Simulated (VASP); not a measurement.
VASP runs on Ru (space group P6_3/mmc) share one base input (LDA (Ceperley-Alder, Perdew-Zunger), plane waves, VASP's LDA PAW potentials (set 64)) and change the settings named in each case.

**KPOINTS**
```
Automatic
0
G
  9 9 3
0 0 0
```

### INCAR
```
ALGO = Normal
EDIFF = 1E-6
ENCUT = 300
ISIF = 2
ISMEAR = 0
LASPH = .True.
LCHARG = .False.
LMAXMIX = 4
LREAL = .False.
LWAVE = .False.
NELM = 100
PREC = Accurate
SIGMA = 0.1
SYSTEM = Ru
```

**POSCAR**
```
Ru
1
    2.7400700000     0.0000000000     0.0000000000
   -1.3700350000     2.3729710000     0.0000000000
    0.0000000000     0.0000000000     8.8161950000
Ru
4
Direct
  0.0000000000   0.0000000000   0.0000000000
  0.0000000000   0.0000000000   0.5000000000
  0.3333330000   0.6666670000   0.2500000000
  0.6666670000   0.3333330000   0.7500000000
```

POTCAR, in this order: Ru_pv (LDA.64 set). Program: vasp_std.

```csv
change,E(σ→0) (eV/atom),pressure (GPa),−TS (eV)
base run,-10.5218,-25.73,-0.0206
"EDIFF = 1E-09, ENCUT = 420, KPOINTS 13×13×5 Γ-centred mesh",-10.5058,[?],[?]
"ENCUT = 180, SIGMA = 0.136, KPOINTS 3×3×3 Γ-centred mesh",-8.8855,-240.11,-0.0725
"EDIFF = 1E-04, ENCUT = 180, ISMEAR = -1, SIGMA = 0.136, KPOINTS 1×1×1 Γ-centred mesh",-8.6384,-280.06,-0.7574
"ENCUT = 210, SIGMA = 0.5, KPOINTS 4×4×4 Γ-centred mesh",-10.3707,-84.52,-0.6667
"EDIFF = 1E-03, ENCUT = 150, SIGMA = 0.5, KPOINTS 2×2×2 Γ-centred mesh",-6.2319,-633.84,-0.7162
"ENCUT = 180, KPOINTS 6×6×6 Γ-centred mesh shifted by (0.5, 0.5, 0.5)",-9.6321,-241.57,-0.0228
```

Q: Some entries are withheld; supply them.

A: 
- EDIFF = 1E-09, ENCUT = 420, KPOINTS 13×13×5 Γ-centred mesh, pressure (GPa): -25.42
- EDIFF = 1E-09, ENCUT = 420, KPOINTS 13×13×5 Γ-centred mesh, −TS (eV): -0.0253

Energies of different potentials or functionals have different zeros.  At 300 eV the pressure can carry a Pulay error.

Left out are runs that ran out of time, are held back, or changed the cell or the kind of run, fixed moments of cells without a moment, rows past the twelfth, gaps on odd meshes, pressures of charged cells and columns that move by less than the noise.

The structure was generated: Ru was put into an ordered model structure, which need not be its known phase. The cell was not relaxed at this level, its lattice was scaled by up to 2.5 %.
